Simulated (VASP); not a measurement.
Method: PBE GGA, VASP's PBE PAW potentials (set 64) (plane waves; VASP).

VASP ran on this input.

### POSCAR
```
BaHfO3
1
    4.2014504049     0.0000000000     0.0000000000
    0.0000000000     4.2014504049     0.0000000000
    0.0000000000     0.0000000000     4.2014504049
Ba Hf O
1 1 3
Direct
  0.0000000000   0.0000000000   0.0000000000
  0.5000000000   0.5000000000   0.5000000000
  0.5000000000   0.0000000000   0.5000000000
  0.0000000000   0.5000000000   0.5000000000
  0.5000000000   0.5000000000   0.0000000000
```

KPOINTS:
```
Automatic mesh
0
Gamma
5 5 5
0 0 0
```

### INCAR
```
SYSTEM = BaHfO3
PREC = Accurate
ENCUT = 520
EDIFF = 1E-8
NELM = 100
ALGO = Normal
LREAL = .FALSE.
LASPH = .TRUE.
ISMEAR = 0
SIGMA = 0.01
GGA = PE
LMAXMIX = 6
LWAVE = .FALSE.
LCHARG = .FALSE.
IBRION = 8
NSW = 1
LEPSILON = .TRUE.
```

POTCAR, in this order: Ba_sv Hf_pv O (PBE.64 set). Program: vasp_std.

What VASP printed:

File OSZICAR:
```
...
RMM:   7    -0.810774025161E+00   -0.60975E-03   -0.65432E-05  1577   0.276E-02    0.121E-02
RMM:   8    -0.811075527667E+00   -0.30150E-03    0.89353E-06  1565   0.116E-02    0.648E-03
RMM:   9    -0.810994037380E+00    0.81490E-04   -0.12579E-06  1596   0.522E-03    0.923E-04
RMM:  10    -0.811021938970E+00   -0.27902E-04    0.78434E-06  1700   0.187E-03    0.623E-04
RMM:  11    -0.811033779740E+00   -0.11841E-04   -0.37314E-06  1610   0.999E-04    0.209E-04
RMM:  12    -0.811029925563E+00    0.38542E-05    0.25100E-06  1555   0.541E-04    0.717E-05
RMM:  13    -0.811033181976E+00   -0.32564E-05   -0.10959E-06  1383   0.452E-04    0.149E-05
RMM:  14    -0.811032943365E+00    0.23861E-06    0.20763E-07  1072   0.379E-04    0.451E-06
 Linear response DOF=           4
 Linear response progress:
  Degree of freedom:   1/  4
       N       E                     dE             d eps       ncg     rms          rms(c)
RMM:   1    -0.196062606963E+00   -0.19606E+00    0.13368E-01  1723   0.182E+00
RMM:   2    -0.203236135368E+00   -0.71735E-02   -0.31728E-02  1373   0.449E-01    0.121E-01
RMM:   3    -0.203862314165E+00   -0.62618E-03   -0.10545E-03  1428   0.130E-01    0.651E-02
RMM:   4    -0.204301848088E+00   -0.43953E-03   -0.16419E-04  1454   0.708E-02    0.191E-02
RMM:   5    -0.204483573030E+00   -0.18172E-03   -0.19556E-05  1550   0.197E-02    0.603E-03
RMM:   6    -0.204556096188E+00   -0.72523E-04   -0.16212E-06  1554   0.640E-03    0.199E-03
RMM:   7    -0.204571158901E+00   -0.15063E-04   -0.59709E-07  1596   0.253E-03    0.421E-04
RMM:   8    -0.204573799237E+00   -0.26403E-05    0.14496E-06  1641   0.709E-04    0.215E-04
RMM:   9    -0.204574580374E+00   -0.78114E-06   -0.74121E-07  1651   0.376E-04    0.902E-05
RMM:  10    -0.204574010248E+00    0.57013E-06    0.21778E-07  1685   0.203E-04    0.216E-05
RMM:  11    -0.204574117190E+00   -0.10694E-06    0.29830E-07  1778   0.128E-04    0.979E-06
RMM:  12    -0.204574252199E+00   -0.13501E-06   -0.48764E-08  1720   0.109E-04    0.351E-06
RMM:  13    -0.204574253396E+00   -0.11972E-08    0.11779E-07  1707   0.949E-05    0.306E-06
RMM:  14    -0.204574257546E+00   -0.41503E-08    0.14517E-07  1609   0.909E-05    0.119E-06
RMM:  15    -0.204574270497E+00   -0.12951E-07    0.71570E-08  1672   0.881E-05    0.821E-07
RMM:  16    -0.204574269643E+00    0.85359E-09    0.10098E-07  1528   0.867E-05    0.975E-07
RMM:  17    -0.204574275447E+00   -0.58043E-08    0.93404E-08  1583   0.861E-05    0.320E-07
 Linear response progress:
  Degree of freedom:   2/  4
       N       E                     dE             d eps       ncg     rms          rms(c)
RMM:   1    -0.244052871098E+00   -0.24405E+00    0.24740E+00  1141   0.813E+00
RMM:   2    -0.241017418451E+00    0.30355E-02   -0.37867E-02  1264   0.985E-01    0.125E+00
RMM:   3    -0.240571490794E+00    0.44593E-03   -0.15210E-03  1459   0.154E-01    0.735E-01
RMM:   4    -0.239773106879E+00    0.79838E-03   -0.21552E-04  1542   0.779E-02    0.180E-01
RMM:   5    -0.239567466465E+00    0.20564E-03   -0.48341E-06  1646   0.246E-02    0.277E-02
RMM:   6    -0.239568828463E+00   -0.13620E-05   -0.12090E-05  1615   0.954E-03    0.189E-02
RMM:   7    -0.239556911355E+00    0.11917E-04    0.50294E-05  1705   0.427E-03    0.774E-03
RMM:   8    -0.239550653651E+00    0.62577E-05    0.16674E-05  1650   0.210E-03    0.113E-03
RMM:   9    -0.239550903058E+00   -0.24941E-06    0.65554E-06  1759   0.104E-03    0.458E-04
RMM:  10    -0.239550792876E+00    0.11018E-06    0.24817E-06  1792   0.618E-04    0.197E-04
RMM:  11    -0.239550627671E+00    0.16521E-06   -0.11014E-07  1701   0.436E-04    0.110E-04
RMM:  12    -0.239550836935E+00   -0.20926E-06   -0.98350E-07  1720   0.302E-04    0.918E-05
RMM:  13    -0.239550802293E+00    0.34642E-07   -0.67146E-07  1756   0.232E-04    0.509E-05
RMM:  14    -0.239550782663E+00    0.19630E-07   -0.98244E-07  1783   0.189E-04    0.560E-06
RMM:  15    -0.239550797352E+00   -0.14689E-07   -0.57139E-07  1757   0.164E-04    0.126E-05
RMM:  16    -0.239550795343E+00    0.20092E-08   -0.57131E-07  1752   0.149E-04    0.570E-06
RMM:  17    -0.239550798245E+00   -0.29018E-08   -0.25048E-07  1762   0.142E-04    0.471E-06
RMM:  18    -0.239550798511E+00   -0.26687E-09   -0.39758E-07  1672   0.136E-04    0.144E-06
RMM:  19    -0.239550800838E+00   -0.23270E-08   -0.12068E-07  1611   0.133E-04    0.918E-07
RMM:  20    -0.239550799240E+00    0.15982E-08   -0.28363E-07  1607   0.132E-04    0.634E-07
RMM:  21    -0.239550802142E+00   -0.29015E-08   -0.54807E-08  1565   0.131E-04    0.108E-06
 Linear response progress:
  Degree of freedom:   3/  4
       N       E                     dE             d eps       ncg     rms          rms(c)
RMM:   1    -0.374791989559E+00   -0.37479E+00    0.23980E-01  2327   0.300E+00
RMM:   2    -0.366747085623E+00    0.80449E-02   -0.15006E-02  2018   0.453E-01    0.288E-01
RMM:   3    -0.368312808337E+00   -0.15657E-02   -0.22534E-03  2040   0.165E-01    0.167E-01
RMM:   4    -0.370027012599E+00   -0.17142E-02   -0.86516E-04  2006   0.131E-01    0.290E-02
RMM:   5    -0.369984174877E+00    0.42838E-04   -0.14550E-04  2357   0.347E-02    0.934E-03
RMM:   6    -0.369975284202E+00    0.88907E-05   -0.13068E-05  2445   0.103E-02    0.389E-03
RMM:   7    -0.369976425067E+00   -0.11409E-05    0.87548E-07  2258   0.535E-03    0.140E-03
RMM:   8    -0.369971764179E+00    0.46609E-05   -0.27148E-06  2535   0.196E-03    0.998E-04
RMM:   9    -0.369970642635E+00    0.11215E-05    0.63648E-07  2462   0.929E-04    0.502E-04
RMM:  10    -0.369973340462E+00   -0.26978E-05   -0.60295E-07  2295   0.513E-04    0.616E-05
RMM:  11    -0.369973154683E+00    0.18578E-06    0.44225E-07  2690   0.230E-04    0.639E-05
RMM:  12    -0.369973239240E+00   -0.84557E-07   -0.39089E-07  2645   0.138E-04    0.166E-05
RMM:  13    -0.369973181071E+00    0.58168E-07    0.26720E-07  2696   0.104E-04    0.519E-06
RMM:  14    -0.369973195747E+00   -0.14676E-07   -0.78473E-08  2606   0.904E-05    0.333E-06
RMM:  15    -0.369973191682E+00    0.40650E-08    0.84254E-08  2532   0.846E-05    0.147E-06
 Linear response progress:
  Degree of freedom:   4/  4
       N       E                     dE             d eps       ncg     rms          rms(c)
RMM:   1    -0.379478712730E+00   -0.37948E+00    0.35007E-01  1565   0.317E+00
RMM:   2    -0.372882513255E+00    0.65962E-02   -0.32089E-02  1344   0.582E-01    0.132E+00
RMM:   3    -0.374711841709E+00   -0.18293E-02   -0.23978E-03  1261   0.225E-01    0.703E-01
RMM:   4    -0.376890269151E+00   -0.21784E-02   -0.10090E-03  1260   0.162E-01    0.110E-01
RMM:   5    -0.377098180297E+00   -0.20791E-03   -0.89880E-05  1447   0.373E-02    0.388E-02
RMM:   6    -0.377011400331E+00    0.86780E-04   -0.13295E-05  1400   0.152E-02    0.155E-02
RMM:   7    -0.376993839608E+00    0.17561E-04   -0.78166E-07  1446   0.577E-03    0.713E-03
RMM:   8    -0.376986253761E+00    0.75858E-05   -0.78908E-06  1524   0.167E-03    0.365E-03
RMM:   9    -0.376989761084E+00   -0.35073E-05   -0.29636E-07  1564   0.782E-04    0.864E-04
RMM:  10    -0.376988891731E+00    0.86935E-06   -0.57757E-07  1553   0.352E-04    0.572E-05
RMM:  11    -0.376989484014E+00   -0.59228E-06   -0.33132E-07  1648   0.150E-04    0.224E-05
RMM:  12    -0.376989462345E+00    0.21669E-07    0.20744E-07  1664   0.105E-04    0.560E-06
RMM:  13    -0.376989451102E+00    0.11243E-07   -0.14207E-07  1683   0.901E-05    0.487E-06
RMM:  14    -0.376989466118E+00   -0.15016E-07    0.69340E-08  1598   0.852E-05    0.234E-06
RMM:  15    -0.376989463223E+00    0.28953E-08   -0.26249E-08  1453   0.826E-05    0.118E-06
 Linear response finished
```

### OUTCAR
```
------------------------ aborting loop because EDIFF is reached ----------------------------------------

 HEAD OF MICROSCOPIC STATIC DIELECTRIC TENSOR (INDEPENDENT PARTICLE, excluding Hartree and local field effects)
 ------------------------------------------------------
           4.790744    -0.000000     0.000000
           0.000000     4.790744    -0.000000
           0.000000     0.000000     4.790744
 ------------------------------------------------------

 MACROSCOPIC STATIC DIELECTRIC TENSOR (including local field effects in DFT)
 ------------------------------------------------------
           4.666943    -0.000000     0.000000
          -0.000000     4.666943     0.000000
          -0.000000    -0.000000     4.666943
 ------------------------------------------------------

 PIEZOELECTRIC TENSOR (including local field effects)  for field in x, y, z        (e  Angst)
          XX          YY          ZZ          XY          YZ          ZX
  --------------------------------------------------------------------------------
  x     0.00000     0.00000     0.00000     0.00000     0.00000     0.00000
  y     0.00000     0.00000     0.00000     0.00000     0.00000     0.00000
  z     0.00000     0.00000     0.00000     0.00000     0.00000     0.00000

 PIEZOELECTRIC TENSOR (including local field effects)  for field in x, y, z        (C/m^2)
          XX          YY          ZZ          XY          YZ          ZX
  --------------------------------------------------------------------------------
  x     0.00000     0.00000     0.00000     0.00000     0.00000     0.00000
  y     0.00000     0.00000     0.00000     0.00000     0.00000     0.00000
  z     0.00000     0.00000     0.00000     0.00000     0.00000     0.00000

 BORN EFFECTIVE CHARGES (including local field effects) (in |e|, cummulative output)
 ---------------------------------------------------------------------------------
 ion    1
    1     2.74613    -0.00000    -0.00000
    2    -0.00000     2.74613     0.00000
    3    -0.00000    -0.00000     2.74613
 ion    2
    1     5.82355    -0.00000     0.00000
    2     0.00000     5.82355     0.00000
    3    -0.00000    -0.00000     5.82355
 ion    3
    1    -1.99463     0.00000    -0.00000
    2     0.00000    -4.58043    -0.00000
    3    -0.00000     0.00000    -1.99463
 ion    4
    1    -4.58043    -0.00000    -0.00000
    2     0.00000    -1.99463     0.00000
    3    -0.00000     0.00000    -1.99463
 ion    5
    1    -1.99463     0.00000    -0.00000
    2     0.00000    -1.99463     0.00000
    3     0.00000     0.00000    -4.58043

   1 f  =   14.813130 THz    93.073640 2PiTHz  494.112825 cm-1    61.262155 meV
             X         Y         Z           dx          dy          dz
      0.000000  0.000000  0.000000     0.000000    0.000000   -0.028236
      2.100725  2.100725  2.100725     0.000000    0.000000   -0.065418
      2.100725  0.000000  2.100725     0.000000   -0.000000   -0.300596
      0.000000  2.100725  2.100725    -0.000000    0.000000   -0.300596
      2.100725  2.100725  0.000000     0.000000    0.000000    0.902335

   2 f  =   14.813130 THz    93.073640 2PiTHz  494.112825 cm-1    61.262155 meV
             X         Y         Z           dx          dy          dz
      0.000000  0.000000  0.000000    -0.000071   -0.028235    0.000000
      2.100725  2.100725  2.100725    -0.000165   -0.065417   -0.000000
      2.100725  0.000000  2.100725    -0.000759    0.902332    0.000000
      0.000000  2.100725  2.100725     0.002278   -0.300595   -0.000000
      2.100725  2.100725  0.000000    -0.000759   -0.300595    0.000000

   3 f  =   14.813130 THz    93.073640 2PiTHz  494.112825 cm-1    61.262155 meV
             X         Y         Z           dx          dy          dz
      0.000000  0.000000  0.000000     0.028235   -0.000071    0.000000
      2.100725  2.100725  2.100725     0.065417   -0.000165   -0.000000
      2.100725  0.000000  2.100725     0.300595    0.002278   -0.000000
      0.000000  2.100725  2.100725    -0.902332   -0.000759    0.000000
      2.100725  2.100725  0.000000     0.300595   -0.000759   -0.000000

   4 f  =    6.498895 THz    40.833762 2PiTHz  216.779806 cm-1    26.877258 meV
             X         Y         Z           dx          dy          dz
      0.000000  0.000000  0.000000    -0.000000    0.000000   -0.000000
      2.100725  2.100725  2.100725     0.000000   -0.000000    0.000000
      2.100725  0.000000  2.100725     0.697932   -0.000000    0.103152
      0.000000  2.100725  2.100725     0.000000   -0.047444   -0.103152
      2.100725  2.100725  0.000000    -0.697932    0.047444   -0.000000

   5 f  =    6.498895 THz    40.833762 2PiTHz  216.779806 cm-1    26.877258 meV
             X         Y         Z           dx          dy          dz
      0.000000  0.000000  0.000000    -0.000000   -0.000000   -0.000000
      2.100725  2.100725  2.100725    -0.000000    0.000000    0.000000
      2.100725  0.000000  2.100725    -0.112565   -0.000000    0.589996
      0.000000  2.100725  2.100725     0.000000   -0.373140   -0.589996
      2.100725  2.100725  0.000000     0.112565    0.373140   -0.000000

   6 f  =    6.498895 THz    40.833762 2PiTHz  216.779806 cm-1    26.877258 meV
             X         Y         Z           dx          dy          dz
      0.000000  0.000000  0.000000     0.000000   -0.000000   -0.000000
      2.100725  2.100725  2.100725    -0.000000    0.000000    0.000000
      2.100725  0.000000  2.100725     0.014847   -0.000000   -0.375851
      0.000000  2.100725  2.100725     0.000000   -0.598762    0.375851
      2.100725  2.100725  0.000000    -0.014847    0.598762   -0.000000

   7 f  =    5.603792 THz    35.209665 2PiTHz  186.922391 cm-1    23.175412 meV
             X         Y         Z           dx          dy          dz
      0.000000  0.000000  0.000000     0.115363    0.009455    0.001635
      2.100725  2.100725  2.100725    -0.526263   -0.043131   -0.007459
      2.100725  0.000000  2.100725     0.545329    0.026946    0.007729
      0.000000  2.100725  2.100725     0.328789    0.044693    0.007729
      2.100725  2.100725  0.000000     0.545329    0.044693    0.004660

   8 f  =    5.603792 THz    35.209665 2PiTHz  186.922391 cm-1    23.175412 meV
...
```
(Selected blocks of OUTCAR.)

File OUTCAR:
```
 val. band max:        2.2396292590   @ k =   0.4000   0.4000   0.4000

 cond. band min:       5.8805750571   @ k =   0.0000   0.0000   0.0000


 Fermi energy:         2.3197087947

 k-point     1 :       0.0000    0.0000    0.0000
  band No.  band energies     occupation
      1     -26.5549      2.00000
      2     -26.5549      2.00000
      3     -26.5549      2.00000
      4     -22.9737      2.00000
      5     -14.2898      2.00000
      6     -13.7537      2.00000
      7     -13.7537      2.00000
      8      -8.1146      2.00000
      9      -8.1146      2.00000
     10      -8.1146      2.00000
     11       0.6429      2.00000
     12       0.6429      2.00000
     13       0.6429      2.00000
     14       1.3895      2.00000
     15       1.3895      2.00000
     16       1.3895      2.00000
     17       2.1022      2.00000
     18       2.1022      2.00000
     19       2.1022      2.00000
     20       5.8806      0.00000
     21       5.8806      0.00000
     22       5.8806      0.00000
     23       7.0099      0.00000

 k-point     2 :       0.2000    0.0000    0.0000
  band No.  band energies     occupation
      1     -26.5968      2.00000
      2     -26.5536      2.00000
      3     -26.5536      2.00000
      4     -22.9511      2.00000
      5     -14.2752      2.00000
      6     -13.7457      2.00000
      7     -13.5824      2.00000
      8      -8.0889      2.00000
      9      -8.0889      2.00000
     10      -8.0458      2.00000
     11      -0.0351      2.00000
     12       0.5454      2.00000
     13       0.5454      2.00000
     14       1.0664      2.00000
     15       1.0664      2.00000
     16       1.1247      2.00000
     17       1.3053      2.00000
     18       1.9634      2.00000
     19       1.9634      2.00000
     20       6.0404      0.00000
     21       6.7353      0.00000
     22       6.7353      0.00000
     23       7.5990      0.00000

 k-point     3 :       0.4000    0.0000    0.0000
...
```

Unless said otherwise, spin-orbit coupling is left out, though it shifts the bands of the heavy elements here.

The compound is BaHfO3 in the cubic perovskite structure. It was relaxed first.
